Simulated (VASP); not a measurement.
A convergence study with VASP on Sr: one setting is varied, all else stays as given below, so the limit is that of these other settings.

```yaml
crystal:
  lattice:
    - [4.28631, 0.00000, 0.00000]
    - [2.14316, 3.71205, 0.00000]
    - [0.00000, 0.00000, 20.99951]
  atoms:
    - { symbol: Sr, position: [0.00000, 0.00000, 0.33334] }
    - { symbol: Sr, position: [0.33333, 0.33333, 0.50000] }
    - { symbol: Sr, position: [0.66667, 0.66667, 0.66666] }
```

These are PBE GGA, VASP's PBE PAW potentials (set 64) (plane waves; VASP) values and carry that method's errors. The tightest run used: 600 eV cut-off, 8×8×1 Γ-centred mesh, Fermi-Dirac smearing of 0.10 eV, potentials Sr_sv.

The settings run are ENCUT = 150; ENCUT = 180; ENCUT = 210; ENCUT = 255; ENCUT = 360; ENCUT = 450; ENCUT = 600. From which on does the largest force stay within 0.005 eV/Å of the tightest run?

From ENCUT = 180 on: it is off by 0.002 there and by no more than 0.005 in any finer run, while ENCUT = 150 is off by 0.051.
```tsv
setting	E (eV/atom)	largest force (eV/Å)	plane waves	difference judged (eV/Å)
ENCUT = 150	-1.5602	0.025	1415	0.051
ENCUT = 180	-1.4475	0.078	1841	0.002
ENCUT = 210	-1.4149	0.078	2339	0.002
ENCUT = 255	-1.4123	0.077	3119	0.001
ENCUT = 360	-1.4109	0.077	5213	0.001
ENCUT = 450	-1.4112	0.076	7303	0.000
ENCUT = 600	-1.4115	0.076	11195	0.000
```

Left out are rungs that failed or repeat a setting and relaxations that didn't move; long series are thinned to 24 rows.

The cell is a sheet or thin cut with vacuum, built from a generated structure.
